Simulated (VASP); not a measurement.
Write the native input for VASP 6.6.1 that does the following.

| Item | Value |
| --- | --- |
| Task | single point |
| Functional | PBE |
| Potentials or basis | VASP PAW PBE potentials, release 64 (Sn_d, Te) |
| Cutoff | 350 eV |
| k mesh | 6 × 6 × 6 |
| Occupations | gaussian, width 0.02 eV |
| Spin | no spin polarisation |
| Further INCAR settings | ALGO = Normal; EDIFF = 1e-07; NBANDS = 17 |

The structure of SnTe lies in POSCAR:

```
SnTe
1.0
    0.0000000000      3.1508500000      3.1508500000
    3.1508500000      0.0000000000      3.1508500000
    3.1508500000      3.1508500000      0.0000000000
Sn Te
1 1
Direct
    0.0000000000      0.0000000000      0.0000000000
    0.5000000000      0.5000000000      0.5000000000
```

The input as run:

INCAR

```
SYSTEM = SnTe
  ALGO = Normal
  EDIFF = 1E-7
  ENCUT = 350
  GGA = PE
  ISIF = 2
  ISMEAR = 0
  LASPH = .True.
  LCHARG = .False.
  LREAL = .False.
  LWAVE = .False.
  NBANDS = 17
  NELM = 100
  PREC = Accurate
  SIGMA = 0.02
```

KPOINTS

```
k-points
0
Gamma
  6 6 6
  0 0 0
```

Potentials or basis: VASP PAW PBE potentials, release 64 (Sn_d, Te).

The run is started by

```console
$ cat potpaw_PBE.64/Sn_d/POTCAR potpaw_PBE.64/Te/POTCAR > POTCAR
$ mpirun -np 1 vasp_std > vasp.out
```

Results of the run:

```yaml
Pressure: 2.0 GPa
Band_gap_on_the_k_mesh: 0.10 eV, direct
```

Caveat: spin-orbit coupling is left out, which moves the levels of the heavy elements.

Run time: 15 s on 1 thread of Intel(R) Xeon(R) Platinum 8488C (Sapphire Rapids) (shared host), peak memory 0.15 GiB.
